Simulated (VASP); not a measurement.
Calculation: LDA (Ceperley-Alder, Perdew-Zunger), VASP's LDA PAW potentials (set 64) (plane waves; VASP 6.6.1).

VASP input:

**KPOINTS**
```
Automatic mesh
0
gamma
  10 10 10
0 0 0
```

**POSCAR**
```
InSb
1
    0.0000000000     3.1603552636     3.1603552636
    3.1603552636     0.0000000000     3.1603552636
    3.1603552636     3.1603552636     0.0000000000
In Sb
1 1
Direct
  0.0000000000   0.0000000000   1.0000000000
  0.2500000000   0.2500000000   0.2500000000
```

INCAR:
```
SYSTEM=InSb
ISIF=2
LASPH=T   # aspherical one-centre terms
SIGMA=0.1   # width (eV)
LWAVE=F
ALGO=Normal   # blocked Davidson
ISMEAR=1   # Methfessel-Paxton
LREAL=F   # projection in real space or not
PREC=Accurate
ENCUT=520   # plane-wave cut-off (eV)
EDIFF=1E-7   # SCF stop (eV)
NELM=100
LMAXMIX=4
LCHARG=F
```

POTCAR, in this order: In_d Sb (LDA.64 set). Program: vasp_std.

The resulting files:

File OSZICAR:
```
       N       E                     dE             d eps       ncg     rms          rms(c)
DAV:   1     0.115017292699E+03    0.11502E+03   -0.82027E+03  1222   0.143E+03
DAV:   2    -0.652698967659E+00   -0.11567E+03   -0.11318E+03  1317   0.317E+02
DAV:   3    -0.814170717133E+01   -0.74890E+01   -0.74206E+01  1577   0.881E+01
DAV:   4    -0.834355379803E+01   -0.20185E+00   -0.20177E+00  1430   0.170E+01
DAV:   5    -0.835327140722E+01   -0.97176E-02   -0.97174E-02  1784   0.316E+00    0.488E+00
DAV:   6    -0.821247574222E+01    0.14080E+00   -0.18901E-01  1635   0.808E+00    0.275E+00
DAV:   7    -0.817579899201E+01    0.36677E-01   -0.93464E-02  1564   0.337E+00    0.601E-01
DAV:   8    -0.817406918381E+01    0.17298E-02   -0.85993E-03  1742   0.135E+00    0.390E-01
DAV:   9    -0.817411438755E+01   -0.45204E-04   -0.54750E-04  1420   0.263E-01    0.736E-02
DAV:  10    -0.817412182735E+01   -0.74398E-05   -0.21015E-05  1629   0.505E-02    0.387E-02
DAV:  11    -0.817412571661E+01   -0.38893E-05   -0.79533E-06  1347   0.372E-02    0.137E-02
DAV:  12    -0.817412565318E+01    0.63431E-07   -0.43204E-07  1501   0.103E-02
   1 F= -.81741257E+01 E0= -.81741248E+01  d E =-.246179E-05
```

### OUTCAR
```
------------------------ aborting loop because EDIFF is reached ----------------------------------------
  FORCE on cell =-STRESS in cart. coord.  units (eV):
  Direction    XX          YY          ZZ          XY          YZ          ZX
  --------------------------------------------------------------------------------------
  Total        1.3303627      1.3303627      1.3303627     -0.0000000      0.0000000     -0.0000000
  in kB       33.7631477     33.7631477     33.7631477     -0.0000000      0.0000000     -0.0000000
  external PRESSURE =      33.7631477 kB  Pullay stress =       0.0000000 kB
  volume of cell :       63.13
      direct lattice vectors                 reciprocal lattice vectors
     0.000000000  3.160355264  3.160355264    -0.158210061  0.158210061  0.158210061
     3.160355264  0.000000000  3.160355264     0.158210061 -0.158210061  0.158210061
     3.160355264  3.160355264  0.000000000     0.158210061  0.158210061 -0.158210061
  FREE ENERGIE OF THE ION-ELECTRON SYSTEM (eV)
  ---------------------------------------------------
  free  energy   TOTEN  =        -8.1741256532 eV

  energy  without entropy=       -8.1741231914  energy(sigma->0) =       -8.17412483
```
(Selected blocks of OUTCAR.)

File OUTCAR:
```
 val. band max:        5.7190350914   @ k =   0.0000   0.0000   0.0000

 cond. band min:       5.7864836223   @ k =   0.0000   0.0000   0.0000


 Fermi energy:         5.7653044027

 k-point     1 :       0.0000    0.0000    0.0000
  band No.  band energies     occupation
      1      -9.0261      2.00000
      2      -9.0261      2.00000
      3      -9.0261      2.00000
      4      -8.9156      2.00000
      5      -8.9156      2.00000
      6      -5.5534      2.00000
      7       5.7190      1.69785
      8       5.7190      1.69785
      9       5.7190      1.69785
     10       5.7865      0.65029
     11       8.6115      0.00000
     12       8.6115      0.00000
     13       8.6115      0.00000

 k-point     2 :       0.1000    0.0000    0.0000
  band No.  band energies     occupation
      1      -9.0329      2.00000
      2      -9.0233      2.00000
      3      -9.0233      2.00000
      4      -8.9159      2.00000
      5      -8.9159      2.00000
      6      -5.4515      2.00000
      7       4.2378      2.00000
      8       5.5559      2.01164
      9       5.5559      2.01164
     10       6.7088     -0.00000
     11       8.8287      0.00000
     12       8.8287      0.00000
     13       8.8734      0.00000

 k-point     3 :       0.2000    0.0000    0.0000
  band No.  band energies     occupation
      1      -9.0502      2.00000
      2      -9.0162      2.00000
      3      -9.0162      2.00000
      4      -8.9163      2.00000
      5      -8.9163      2.00000
      6      -5.1564      2.00000
      7       2.6542      2.00000
      8       5.2126      2.00000
      9       5.2126      2.00000
     10       6.7459     -0.00000
     11       9.2472      0.00000
     12       9.2472      0.00000
     13       9.9169      0.00000

 k-point     4 :       0.3000    0.0000    0.0000
  band No.  band energies     occupation
      1      -9.0711      2.00000
      2      -9.0084      2.00000
      3      -9.0084      2.00000
...
```

Unless said otherwise, spin-orbit coupling is left out, though it shifts the bands of the heavy elements here.

The compound is InSb in the zinc blende structure. This cell is one point of a volume scan, at 0.94 of the reference volume.
